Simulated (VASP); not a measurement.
GaSb, 2 atoms in the cell. It takes space group F-43m (No. 216, cubic). Conventional cell: a = 6.134 Å, b = 6.134 Å, c = 6.134 Å, α = 90.00°, β = 90.00°, γ = 90.00°. Ga (site symmetry -43m) has 4 Sb at 2.66 Å as nearest neighbours. Around Sb (site symmetry -43m) lie 4 Ga at 2.66 Å. The cell is a database's computed one.

- Program: VASP 6.6.1
- Task: band structure
- Functional: HSE06
- Potentials or basis: VASP PAW PBE potentials, release 64 (Ga_d, Sb)
- Cutoff: 450 eV
- k mesh: 6 × 6 × 6
- Occupations: gaussian, width 0.02 eV
- Spin: no spin polarisation
- Grid for exact exchange (PRECFOCK): Fast
- Screening parameter: 0.2 1/A
- Further INCAR settings: ALGO = Normal; EDIFF = 1e-06

Potentials or basis: VASP PAW PBE potentials, release 64 (Ga_d, Sb).

The run is started by

```console
$ cat potpaw_PBE.64/Ga_d/POTCAR potpaw_PBE.64/Sb/POTCAR > POTCAR
$ cp INCAR.step1 INCAR
$ mpirun -np 2 vasp_std > vasp.out
$ cp INCAR.step2 INCAR
$ mpirun -np 2 vasp_std > vasp.out
```

Hardware: 2 MPI ranks on Intel(R) Xeon(R) Platinum 8488C (Sapphire Rapids), on a shared host.

Question: Estimate the wall time of this run.

Answer: It took 46 min on 2 MPI ranks on Intel(R) Xeon(R) Platinum 8488C (Sapphire Rapids) (shared host), peak memory 0.35 GiB a rank. Counts: scf iterations 66, k points 16.
